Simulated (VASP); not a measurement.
An input for Quantum ESPRESSO's pw.x (written as the equivalent of a VASP run, and not itself run):

```
&CONTROL
  calculation = 'scf'
  pseudo_dir = './pseudo'
  outdir = './out'
  tprnfor = .true.
  tstress = .true.
/
&SYSTEM
  ibrav = 0
  nat = 2
  ntyp = 2
  ecutwfc = 84
  occupations = 'smearing'
  smearing = 'methfessel-paxton'
  degauss = 0.00735
  input_dft = 'pbe'
/
&ELECTRONS
  conv_thr = 7.3e-08
  electron_maxstep = 100
/
ATOMIC_SPECIES
  V 50.941 V.upf
  N 14.007 N.upf
CELL_PARAMETERS angstrom
     0.0000000    2.0260570    2.1167170
     2.1273930    0.0000000    2.1167170
     2.1273930    2.0260570    0.0000000
ATOMIC_POSITIONS crystal
  V    0.0000000  0.0000000  0.0000000
  N    0.4903130  0.5096870  0.5096870
K_POINTS automatic
  14 14 14 0 0 0
```

Task: Write the VASP files for the same calculation (PBE).

Result: One answer among several that fit: 
**KPOINTS**
```
Automatic mesh
0
Gamma
14 14 14
0 0 0
```

File POSCAR:
```
VN
2.9300850
  0.0000000000   0.6914669711   0.7224080530
  0.7260516333   0.0000000000   0.7224080530
  0.7260516333   0.6914669711   0.0000000000
V N
1 1
Cart
  0.0000000000   0.0000000000   0.0000000000
  0.7401181577   0.6914669711   0.7224080530
```

INCAR:
```
! general
SYSTEM =VN
PREC   =Accurate
ENCUT  =800
LREAL  =.FALSE.
LASPH  =.TRUE.

! electronic loop
EDIFF  =1E-6
NELM   =100
ALGO   =Normal
LMAXMIX=4

! smearing
ISMEAR =1
SIGMA  =0.1

! functional
GGA    =PE

! ions
ISIF   =2

! output
LWAVE  =.FALSE.
LCHARG =.FALSE.
```

POTCAR, in this order: V_sv N (PBE.64 set). Program: vasp_std.

Limits of the translation: the potentials are each code's own (VASP's PAW set, PseudoDojo norm-conserving files in pw.x), so ENCUT and ecutwfc are chosen apart and not converted; conv_thr bounds pw.x's estimated SCF error, while EDIFF bounds the energy change between steps.

The compound is VN in the rock salt structure, which distorts at low temperature. The cell was not relaxed at this level, atoms are displaced from their ideal sites. The run is one of a series of settings (ENCUT = 800 against the base run), some of them coarse on purpose.
